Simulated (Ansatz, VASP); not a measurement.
# Two plane-wave programs on TePb2S

INCAR

```
SYSTEM = TePb2S
PREC = Accurate ; ENCUT = 520
EDIFF = 1E-7 ; ISMEAR = 0
SIGMA = 0.05 ; LREAL = .False.
LASPH = .True. ; NELM = 100
ALGO = Fast ; ISIF = 2
LWAVE = .False. ; LCHARG = .False.
NBANDS = 28
```

The input KPOINTS:

```
Automatic mesh
0
Gamma
  9 9 9
  0 0 0
```

File POSCAR:

```
TePb2S
1.0
    2.2219760738      1.2828584843      7.2598916063
   -2.2219760738      1.2828584843      7.2598916063
    0.0000000000     -2.5657169687      7.2598916063
Te Pb S
1 2 1
Direct
    0.5000000000      0.5000000000      0.5000000000
    0.7417120000      0.7417120000      0.7417120000
    0.2582880000      0.2582880000      0.2582880000
    0.0000000000      0.0000000000      0.0000000000
```

Input for Ansatz:

```yaml
crystal:
  lattice:
    - [2.2219760738, 1.2828584843, 7.2598916063]
    - [-2.2219760738, 1.2828584843, 7.2598916063]
    - [0.0, -2.5657169687, 7.2598916063]
  atoms:
    - { symbol: Te, position: [0.5, 0.5, 0.5] }
    - { symbol: Pb, position: [0.741712, 0.741712, 0.741712] }
    - { symbol: Pb, position: [0.258288, 0.258288, 0.258288] }
    - { symbol: S, position: [0.0, 0.0, 0.0] }
basis:
  ecutwfc: 420
kpoints:
  mp_grid: { grid: [9, 9, 9] }
hamiltonian:
  xc: lda
scf:
  occupations: { method: gaussian, width: 0.05 }
output:
  forces: true
  stress: true
  eigenvalues: true
```

The cell comes from a database or a generator and needn't be the stable form of this composition.

Alike in both runs: task single point; functional LDA; k mesh 9 × 9 × 9; occupations gaussian, width 0.05 eV; no spin polarisation.

|  | VASP | Ansatz |
| --- | --- | --- |
| version | VASP 6.6.1 | Ansatz 0.2.0 |
| potentials or method | VASP PAW LDA potentials, release 64 (Te, Pb_d, S) | scalar-relativistic, plane waves, PAW |
| plane-wave cutoff (eV) | 520 | 420 |
| valence electrons in the cell | 40 | 50 |

VASP gave:

- gap on the k mesh at the Fermi level (eV): 0.63
- least direct gap on the mesh (eV): 0.63
- pressure (GPa): -3.9
- rms of the force components (eV/Å): 0.014

Q: What did Ansatz give for the same quantities?

A: gap on the k mesh at the Fermi level (eV): 0.64; least direct gap on the mesh (eV): 0.64; pressure (GPa): -4.0; rms of the force components (eV/Å): 0.012.

Atom by atom the forces differ by 0.002 eV/Å (rms over components). The two sets of potentials don't hold the same shells in valence.

Caveats: spin-orbit coupling is left out, which as a rule narrows the gap of such compounds by several tenths of an eV; an odd mesh through Γ misses points on the zone boundary, where band edges often lie.
